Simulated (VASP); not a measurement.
The system is MoS2.

```
Mo S
1.0
     3.16900    0.00000    0.00000
    -1.58450    2.74443    0.00000
     0.00000    0.00000   12.32400
Mo S
2 4
Direct
  0.33333 0.66667 0.25000
  0.66667 0.33333 0.75000
  0.33333 0.66667 0.62300
  0.66667 0.33333 0.12300
  0.33333 0.66667 0.87700
  0.66667 0.33333 0.37700
```

- Program: VASP 6.6.1
- Task: relaxation of cell and atoms
- Functional: LDA
- Potentials or basis: VASP PAW LDA potentials, release 64 (Mo_sv, S)
- Cutoff: 600 eV
- k mesh: 12 × 12 × 3
- Occupations: gaussian, width 0.05 eV
- Spin: no spin polarisation

At the start: pressure -5.5 GPa; volume 17.86 Å³/atom.

Q: How do energy, volume and symmetry change on relaxing?

A: Over 12 steps the energy falls by 12.1 meV/atom and the volume is 17.00 Å³/atom (-4.8 %); space group P6_3/mmc (No. 194, to 0.05 Å).

Step by step:
```csv
step,energy change (eV),largest force (eV/Å),pressure (GPa),volume (Å³)
1,0.0000,0.4649,-5.53,107.18
2,0.2121,1.6243,12.90,97.90
3,-0.0641,0.1473,-0.36,104.03
4,-0.0642,0.1609,-0.23,103.97
5,-0.0691,0.0355,-0.07,103.40
6,-0.0691,0.0365,-0.07,103.41
7,-0.0696,0.0349,-0.06,103.28
8,-0.0709,0.0302,-0.01,102.91
9,-0.0722,0.0202,0.10,102.16
10,-0.0723,0.0172,0.13,101.95
11,-0.0702,0.1328,-1.01,102.36
12,-0.0723,0.0004,0.00,102.00
```

Final structure:
```yaml
crystal:
  lattice:
    - [3.12353, 0.00000, 0.00000]
    - [-1.56176, 2.70506, 0.00000]
    - [0.00000, 0.00000, 12.07193]
  atoms:
    - { symbol: Mo, position: [0.33333, 0.66667, 0.25000] }
    - { symbol: Mo, position: [0.66667, 0.33333, 0.75000] }
    - { symbol: S, position: [0.33333, 0.66667, 0.62124] }
    - { symbol: S, position: [0.66667, 0.33333, 0.12124] }
    - { symbol: S, position: [0.33333, 0.66667, 0.87876] }
    - { symbol: S, position: [0.66667, 0.33333, 0.37876] }
```
